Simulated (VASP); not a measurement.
Computed with PBEsol GGA, VASP's PBE PAW potentials (set 64) (plane waves; VASP).

The input files of a VASP run:

INCAR:
```
SYSTEM = AlN
PREC = Accurate
ENCUT = 400
EDIFF = 1E-6
NELM = 100
ALGO = Normal
LREAL = .FALSE.
LASPH = .TRUE.
ISMEAR = 1
SIGMA = 0.1
GGA = PS
LWAVE = .FALSE.
LCHARG = .FALSE.
ISIF = 2
NEDOS = 601
LORBIT = 11
```

**POSCAR**
```
AlN
1
    3.1485180000     0.0000000000     0.0000000000
   -1.5742590000     2.7266960000     0.0000000000
    0.0000000000     0.0000000000    15.4496430000
Al N
6 6
Direct
  0.0000000000   0.0000000000   0.0000000000
  0.0000000000   0.0000000000   0.5000000000
  0.6666670000   0.3333330000   0.8332500000
  0.3333330000   0.6666670000   0.3332500000
  0.6666670000   0.3333330000   0.1665000000
  0.3333330000   0.6666670000   0.6665000000
  0.0000000000   0.0000000000   0.8746000000
  0.0000000000   0.0000000000   0.3746000000
  0.6666670000   0.3333330000   0.7078500000
  0.3333330000   0.6666670000   0.2078500000
  0.6666670000   0.3333330000   0.0415000000
  0.3333330000   0.6666670000   0.5415000000
```

### KPOINTS
```
Automatic mesh
0
Gamma
24 24 6
0 0 0
```

POTCAR, in this order: Al N (PBE.64 set). Program: vasp_std.

Output

### OUTCAR
```
 ion  position               nearest neighbor table
   1  0.000  0.000  0.000-  11 1.93  11 1.93  11 1.93   7 1.94   5 3.15   5 3.15   5 3.15   3 3.15
                             3 3.15   3 3.15
   2  0.000  0.000  0.500-  12 1.93  12 1.93  12 1.93   8 1.94   6 3.15   6 3.15   6 3.15   4 3.15
                             4 3.15   4 3.15
   3  0.667  0.333  0.833-   7 1.93   7 1.93   7 1.93   9 1.94   6 3.15   1 3.15   6 3.15   1 3.15
                             1 3.15   6 3.15
   4  0.333  0.667  0.333-   8 1.93   8 1.93   8 1.93  10 1.94   5 3.15   2 3.15   5 3.15   2 3.15
                             2 3.15   5 3.15
   5  0.667  0.333  0.166-  10 1.93  10 1.93  10 1.93  11 1.93   1 3.15   1 3.15   1 3.15   4 3.15
                             4 3.15   4 3.15
   6  0.333  0.667  0.666-   9 1.93   9 1.93   9 1.93  12 1.93   2 3.15   2 3.15   2 3.15   3 3.15
                             3 3.15   3 3.15
   7  0.000  0.000  0.875-   3 1.93   3 1.93   3 1.93   1 1.94
   8  0.000  0.000  0.375-   4 1.93   4 1.93   4 1.93   2 1.94
   9  0.667  0.333  0.708-   6 1.93   6 1.93   6 1.93   3 1.94
  10  0.333  0.667  0.208-   5 1.93   5 1.93   5 1.93   4 1.94
  11  0.667  0.333  0.041-   1 1.93   1 1.93   1 1.93   5 1.93
  12  0.333  0.667  0.541-   2 1.93   2 1.93   2 1.93   6 1.93
  LATTYP: Found a hexagonal cell.
 ALAT       =     3.1485180000
 C/A-ratio  =     4.9069571779
 Subroutine PRICEL returns:
 Original cell was already a primitive cell.
 Subroutine GETGRP returns: Found 12 space group operations
The static configuration has the point symmetry C_3v.
 The point group associated with its full space group is C_6v.
The dynamic configuration has the point symmetry C_3v.
 Subroutine INISYM returns: Found 12 space group operations
 Subroutine IBZKPT returns following result:
 Found    244 irreducible k-points:

 Following reciprocal coordinates:
            Coordinates               Weight
  0.000000  0.000000  0.000000      1.000000
  0.041667 -0.000000  0.000000      6.000000
  0.083333 -0.000000  0.000000      6.000000
  0.125000  0.000000  0.000000      6.000000
  0.166667 -0.000000  0.000000      6.000000
  0.208333 -0.000000  0.000000      6.000000
  0.250000  0.000000  0.000000      6.000000
  0.291667  0.000000  0.000000      6.000000
  0.333333 -0.000000  0.000000      6.000000
  0.375000 -0.000000  0.000000      6.000000
  0.416667 -0.000000  0.000000      6.000000
  0.458333 -0.000000  0.000000      6.000000
  0.500000  0.000000  0.000000      3.000000
  0.041667  0.041667  0.000000      6.000000
  0.083333  0.041667  0.000000     12.000000
  0.125000  0.041667  0.000000     12.000000
  0.166667  0.041667  0.000000     12.000000
  0.208333  0.041667  0.000000     12.000000
  0.250000  0.041667  0.000000     12.000000
  0.291667  0.041667  0.000000     12.000000
  0.333333  0.041667  0.000000     12.000000
  0.375000  0.041667  0.000000     12.000000
  0.416667  0.041667  0.000000     12.000000
  0.458333  0.041667  0.000000     12.000000
  0.083333  0.083333  0.000000      6.000000
  0.125000  0.083333  0.000000     12.000000
  0.166667  0.083333  0.000000     12.000000
  0.208333  0.083333  0.000000     12.000000
  0.250000  0.083333  0.000000     12.000000
  0.291667  0.083333  0.000000     12.000000
  0.333333  0.083333  0.000000     12.000000
  0.375000  0.083333  0.000000     12.000000
  0.416667  0.083333  0.000000     12.000000
  0.458333  0.083333  0.000000      6.000000
  0.125000  0.125000  0.000000      6.000000
  0.166667  0.125000  0.000000     12.000000
  0.208333  0.125000  0.000000     12.000000
  0.250000  0.125000  0.000000     12.000000
  0.291667  0.125000  0.000000     12.000000
  0.333333  0.125000  0.000000     12.000000
   k-points           NKPTS =    244   k-points in BZ     NKDIM =    244   number of bands    NBANDS=     31
...
```

File OSZICAR:
```
       N       E                     dE             d eps       ncg     rms          rms(c)
DAV:   1     0.161524452733E+03    0.16152E+03   -0.18935E+04 15176   0.110E+03
DAV:   2    -0.908910035667E+02   -0.25242E+03   -0.24028E+03 20514   0.236E+02
DAV:   3    -0.105960175592E+03   -0.15069E+02   -0.14988E+02 18516   0.652E+01
DAV:   4    -0.106141063331E+03   -0.18089E+00   -0.18070E+00 18187   0.793E+00
DAV:   5    -0.106144524097E+03   -0.34608E-02   -0.34603E-02 18511   0.107E+00    0.195E+01
DAV:   6    -0.937367975735E+02    0.12408E+02   -0.55824E+01 17305   0.327E+01    0.744E+00
DAV:   7    -0.936504665586E+02    0.86331E-01   -0.12216E+00 18402   0.573E+00    0.499E+00
DAV:   8    -0.935438281469E+02    0.10664E+00   -0.13389E-01 17907   0.258E+00    0.556E-01
DAV:   9    -0.935388540447E+02    0.49741E-02   -0.18436E-02 18488   0.620E-01    0.375E-01
DAV:  10    -0.935397381870E+02   -0.88414E-03   -0.57015E-03 18376   0.385E-01    0.242E-01
DAV:  11    -0.935393834076E+02    0.35478E-03   -0.11093E-03 18376   0.196E-01    0.834E-02
DAV:  12    -0.935393747628E+02    0.86448E-05   -0.26334E-04 18497   0.911E-02    0.428E-02
DAV:  13    -0.935393722419E+02    0.25209E-05   -0.15045E-05 18252   0.257E-02    0.193E-02
DAV:  14    -0.935393698663E+02    0.23756E-05   -0.30271E-06 15771   0.145E-02    0.561E-03
DAV:  15    -0.935393695289E+02    0.33740E-06   -0.43326E-06 16987   0.115E-02
   1 F= -.93539370E+02 E0= -.93540097E+02  d E =0.218222E-02
```

**OUTCAR**
```
------------------------ aborting loop because EDIFF is reached ----------------------------------------
  FORCE on cell =-STRESS in cart. coord.  units (eV):
  Direction    XX          YY          ZZ          XY          YZ          ZX
  --------------------------------------------------------------------------------------
  Total      -10.1935401    -10.1935358    -11.7672917      0.0000000      0.0000000     -0.0000000
  in kB     -123.1329448   -123.1328932   -142.1430902      0.0000000      0.0000000     -0.0000000
  external PRESSURE =    -129.4696427 kB  Pullay stress =       0.0000000 kB
  volume of cell :      132.64
      direct lattice vectors                 reciprocal lattice vectors
     3.148518000  0.000000000  0.000000000     0.317609745  0.183372110  0.000000000
    -1.574259000  2.726696000  0.000000000     0.000000000  0.366744221  0.000000000
     0.000000000  0.000000000 15.449643000     0.000000000  0.000000000  0.064726415
  FREE ENERGIE OF THE ION-ELECTRON SYSTEM (eV)
  ---------------------------------------------------
  free  energy   TOTEN  =       -93.5393695289 eV

  energy  without entropy=      -93.5415517485  energy(sigma->0) =      -93.54009694

 total charge

# of ion       s       p       d       tot
------------------------------------------
    1        0.362   0.416   0.000   0.779
    2        0.362   0.416   0.000   0.779
    3        0.362   0.415   0.000   0.776
    4        0.362   0.415   0.000   0.776
    5        0.362   0.418   0.000   0.780
    6        0.362   0.418   0.000   0.780
    7        1.227   2.532   0.000   3.759
    8        1.227   2.532   0.000   3.759
    9        1.228   2.529   0.000   3.757
   10        1.228   2.529   0.000   3.757
   11        1.228   2.531   0.000   3.759
   12        1.228   2.531   0.000   3.759
--------------------------------------------------
tot          9.539  17.684   0.000  27.223
```
(Selected blocks of OUTCAR.)

At this cut-off the stress carries a Pulay error, which pulls relaxed volumes low.

The structure was generated: AlN was put into an ordered model structure, which need not be its known phase. The cell was not relaxed at this level. The run is one of a series of settings (NEDOS = 601, KPOINTS 24×24×6 Γ-centred mesh against the base run), some of them coarse on purpose.
